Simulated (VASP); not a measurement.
Consider the following.

```
MnS
1.0
    5.22000     2.61000     2.61000
    2.61000     5.22000     2.61000
    2.61000     2.61000     5.22000
Mn S
2 2
Cartesian
  0.00000   0.00000   0.00000
  5.22000   5.22000   5.22000
  2.61000   2.61000   2.61000
  7.83000   7.83000   7.83000
```
Starting moments (μB, in the order of the record's atoms Mn Mn S S): 5.0 -5.0 0.0 0.0.

Calculation: PBE GGA + U (Dudarev), VASP's PBE PAW potentials (set 64) (plane waves; VASP). Settings: 400 eV cut-off, 6×6×6 Γ-centred mesh, Gaussian smearing of 0.050 eV, potentials Mn_pv S, U − J: Mn 1.00 eV.

Question: Give the stress tensor in GPa (positive for a compressed cell).

Answer: 
```
-2.31  -0.22  -0.22
-0.22  -2.31  -0.22
-0.22  -0.22  -2.31
```
The pressure is its mean diagonal, -2.31 GPa.

The compound is MnS in the rock salt, AFM-II order structure. The cell was not relaxed at this level. The run is one of a series of settings (LDAU = .TRUE., LDAUJ = 0 0, LDAUL = 2 -1, LDAUTYPE = 2, LDAUU = 1.0 0 against the base run), some of them coarse on purpose.
